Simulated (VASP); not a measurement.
All values below come from PBE GGA, VASP's PBE PAW potentials (set 64) (plane waves; VASP).

VASP input:

### INCAR
```
SYSTEM = Cd3ZnTe4
PREC = Accurate
ENCUT = 400
EDIFF = 1E-6
NELM = 100
ALGO = Normal
LREAL = .FALSE.
LASPH = .TRUE.
ISMEAR = 0
SIGMA = 0.05
GGA = PE
LMAXMIX = 4
LWAVE = .TRUE.
LCHARG = .FALSE.
```

File KPOINTS:
```
Automatic
0
gamma
4 4 4
```

File POSCAR:
```
Cd3ZnTe4
1
    6.4992086784     0.0000000000     0.0000000000
    0.0000000000     6.4992086784     0.0000000000
    0.0000000000     0.0000000000     6.4992086784
Zn Te Cd
1 4 3
Direct
  1.0000000000   0.0000000000   0.0000000000
  0.2394346951   0.2394346951   0.2394346951
  0.7605653049   0.7605653049   0.2394346951
  0.7605653049   0.2394346951   0.7605653049
  0.2394346951   0.7605653049   0.7605653049
  0.5000000000   0.5000000000   0.0000000000
  0.5000000000   1.0000000000   0.5000000000
  1.0000000000   0.5000000000   0.5000000000
```

POTCAR, in this order: Zn Te Cd (PBE.64 set). Program: vasp_std.

Output

OSZICAR:
```
       N       E                     dE             d eps       ncg     rms          rms(c)
DAV:   1     0.436048163959E+03    0.43605E+03   -0.27817E+04   860   0.124E+03
DAV:   2     0.125767333396E+02   -0.42347E+03   -0.41416E+03   940   0.323E+02
DAV:   3    -0.197621548753E+02   -0.32339E+02   -0.32111E+02   996   0.929E+01
DAV:   4    -0.204379940370E+02   -0.67584E+00   -0.67517E+00  1021   0.124E+01
DAV:   5    -0.204479671623E+02   -0.99731E-02   -0.99724E-02  1012   0.158E+00    0.101E+01
DAV:   6    -0.195975961352E+02    0.85037E+00   -0.22471E+00  1071   0.145E+01    0.807E+00
DAV:   7    -0.195547624604E+02    0.42834E-01   -0.85270E-01   945   0.449E+00    0.317E+00
DAV:   8    -0.195557049559E+02   -0.94250E-03   -0.59181E-02   919   0.209E+00    0.103E+00
DAV:   9    -0.195564768514E+02   -0.77190E-03   -0.48074E-03   926   0.470E-01    0.396E-01
DAV:  10    -0.195568528014E+02   -0.37595E-03   -0.11909E-03   975   0.168E-01    0.116E-01
DAV:  11    -0.195570280008E+02   -0.17520E-03   -0.47125E-04   966   0.135E-01    0.561E-02
DAV:  12    -0.195570098574E+02    0.18143E-04   -0.75081E-05   921   0.733E-02    0.281E-02
DAV:  13    -0.195570227229E+02   -0.12865E-04   -0.63254E-05   910   0.298E-02    0.510E-02
DAV:  14    -0.195570196621E+02    0.30608E-05   -0.18550E-05   876   0.244E-02    0.122E-02
DAV:  15    -0.195570199045E+02   -0.24246E-06   -0.14359E-06   635   0.515E-03
   1 F= -.19557020E+02 E0= -.19557020E+02  d E =-.669518E-11
```

### OUTCAR
```
------------------------ aborting loop because EDIFF is reached ----------------------------------------
  FORCE on cell =-STRESS in cart. coord.  units (eV):
  Direction    XX          YY          ZZ          XY          YZ          ZX
  --------------------------------------------------------------------------------------
  Total       -0.0487876     -0.0487876     -0.0487876      0.0000000      0.0000000      0.0000000
  in kB       -0.2847335     -0.2847335     -0.2847335      0.0000000      0.0000000      0.0000000
  external PRESSURE =      -0.2847335 kB  Pullay stress =       0.0000000 kB
  volume of cell :      274.52
      direct lattice vectors                 reciprocal lattice vectors
     6.499208678  0.000000000  0.000000000     0.153864886  0.000000000  0.000000000
     0.000000000  6.499208678  0.000000000     0.000000000  0.153864886  0.000000000
     0.000000000  0.000000000  6.499208678     0.000000000  0.000000000  0.153864886
 POSITION                                       TOTAL-FORCE (eV/Angst)
 -----------------------------------------------------------------------------------
      0.00000      0.00000      0.00000        -0.000000      0.000000     -0.000000
      1.55614      1.55614      1.55614         0.006651      0.006651      0.006651
      4.94307      4.94307      1.55614        -0.006651     -0.006651      0.006651
      4.94307      1.55614      4.94307        -0.006651      0.006651     -0.006651
      1.55614      4.94307      4.94307         0.006651     -0.006651     -0.006651
      3.24960      3.24960      0.00000        -0.000000      0.000000     -0.000000
      3.24960      0.00000      3.24960        -0.000000      0.000000     -0.000000
      0.00000      3.24960      3.24960        -0.000000      0.000000     -0.000000
 -----------------------------------------------------------------------------------
    total drift:                                0.000000      0.000000     -0.000000
  FREE ENERGIE OF THE ION-ELECTRON SYSTEM (eV)
  ---------------------------------------------------
  free  energy   TOTEN  =       -19.5570199045 eV

  energy  without entropy=      -19.5570199045  energy(sigma->0) =      -19.55701990
```
(Selected blocks of OUTCAR.)

The structure was generated: Cd3ZnTe4 was put into an ordered model structure (P-43m), which need not be its known phase. It was relaxed first, which changed the volume by +5 %.
